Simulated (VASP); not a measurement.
VASP input:

POSCAR:
```
Ge
1
    0.0000000000     2.8855800000     2.8855800000
    2.8855800000     0.0000000000     2.8855800000
    2.8855800000     2.8855800000     0.0000000000
Ge
2
Direct
  0.0000000000   0.0000000000   0.0000000000
  0.2500000000   0.2500000000   0.2500000000
```

**INCAR**
```
SYSTEM = Ge
PREC = Accurate
ENCUT = 400
EDIFF = 1E-6
NELM = 100
ALGO = Normal
LREAL = .FALSE.
LASPH = .TRUE.
ISMEAR = 0
SIGMA = 0.05
GGA = PE
LMAXMIX = 4
LWAVE = .FALSE.
LCHARG = .FALSE.
ISIF = 2
ISPIN = 2
MAGMOM = 1.0 1.0 1.0
```

KPOINTS:
```
Automatic mesh
0
Gamma
6 6 6
0 0 0
```

POTCAR, in this order: Ge_d (PBE.64 set). Program: vasp_std.

One choice in this input is risky. Which, and does it do harm here?

The risk: MAGMOM holds more values than there are atoms. Here it does no harm: the run (PBE GGA, plane waves, VASP's PBE PAW potentials (set 64)) converges to the same energy and pressure as with the safe setting.
OSZICAR:
```
       N       E                     dE             d eps       ncg     rms          rms(c)
DAV:   1     0.161621381383E+03    0.16162E+03   -0.13389E+04  1259   0.341E+03
DAV:   2     0.129952236758E+02   -0.14863E+03   -0.14579E+03  1216   0.516E+02
DAV:   3    -0.804126812483E+01   -0.21036E+02   -0.20925E+02  1357   0.139E+02
DAV:   4    -0.868156332810E+01   -0.64030E+00   -0.63965E+00  1365   0.284E+01
DAV:   5    -0.869246454959E+01   -0.10901E-01   -0.10901E-01  1358   0.388E+00    0.945E+00
DAV:   6    -0.895674318958E+01   -0.26428E+00   -0.12309E-01  1566   0.622E+00    0.412E+00
DAV:   7    -0.900222067805E+01   -0.45477E-01   -0.65460E-02  1325   0.333E+00    0.132E+00
DAV:   8    -0.899146176223E+01    0.10759E-01   -0.25187E-02  1377   0.143E+00    0.394E-01
DAV:   9    -0.899255169260E+01   -0.10899E-02   -0.35412E-03  1261   0.431E-01    0.103E-01
DAV:  10    -0.899282749964E+01   -0.27581E-03   -0.22987E-04  1385   0.158E-01    0.552E-02
DAV:  11    -0.899311146765E+01   -0.28397E-03   -0.33822E-04  1245   0.119E-01    0.165E-02
DAV:  12    -0.899310357330E+01    0.78943E-05   -0.18495E-05  1222   0.475E-02    0.766E-03
DAV:  13    -0.899310227013E+01    0.13032E-05   -0.16124E-06  1119   0.168E-02    0.354E-03
DAV:  14    -0.899310300195E+01   -0.73182E-06   -0.91261E-07   993   0.807E-03
   1 F= -.89931030E+01 E0= -.89927171E+01  d E =-.771807E-03  mag=    -0.0000
```

The compound is Ge in the diamond structure. The cell was not relaxed at this level.
